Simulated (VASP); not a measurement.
VASP runs on NiAu (space group R-3m) share one base input (PBE GGA, plane waves, VASP's PBE PAW potentials (set 64)) and change the settings named in each case.

### POSCAR
```
NiAu
1
    1.4097690000     0.8139300000     4.5042990000
   -1.4097690000     0.8139300000     4.5042990000
    0.0000000000    -1.6278610000     4.5042990000
Ni Au
1 1
Direct
  0.0000000000   0.0000000000   0.0000000000
  0.5000000000   0.5000000000   0.5000000000
```

### KPOINTS
```
Automatic mesh
0
Gamma
8 8 8
0 0 0
```

INCAR:
```
GGA = PE
LORBIT = 11   # lm-projected
ISMEAR = 0   # Gaussian
ISIF = 2   # forces and stress, cell fixed
ENCUT = 300   # plane-wave cut-off (eV)
SYSTEM = NiAu
EDIFF = 1E-6
LCHARG = F
LWAVE = F
MAGMOM = 2.0 0.0
PREC = Accurate
LMAXMIX = 6   # l cut-off of mixed one-centre charges
ISPIN = 2
SIGMA = 0.2   # width (eV)
ALGO = Normal
LASPH = T
LREAL = F   # projection in real space or not
NELM = 100
```

POTCAR, in this order: Ni Au (PBE.64 set). Program: vasp_std.

| change | E(σ→0) (eV/atom) | pressure (GPa) | −TS (eV) |
|---|---|---|---|
| base run | -4.1605 | -7.97 | -0.0507 |
| GGA = PS | -4.7808 | -15.55 | -0.0517 |
| GGA_COMPAT = .FALSE., ISPIN removed, LNONCOLLINEAR = .TRUE., LSORBIT = .TRUE., MAGMOM = 0.0 0.0 2.0 0.0 0.0 0.0, program vasp_ncl | -4.3206 | -8.72 | -0.0507 |
| KPOINTS 5×5×5 Γ-centred mesh | -4.1659 | -7.01 | -0.0640 |
 Energies of different potentials or functionals have different zeros.  Unless said otherwise, spin-orbit coupling is left out, though it shifts the bands of the heavy elements here. At 300 eV the pressure can carry a Pulay error.

Left out are runs that ran out of time, are held back, or changed the cell or the kind of run, fixed moments of cells without a moment, rows past the twelfth, gaps on odd meshes, pressures of charged cells and columns that move by less than the noise.

The structure was generated: NiAu was put into an ordered model structure, which need not be its known phase. The cell was not relaxed at this level, its lattice was scaled by up to 2.5 %.
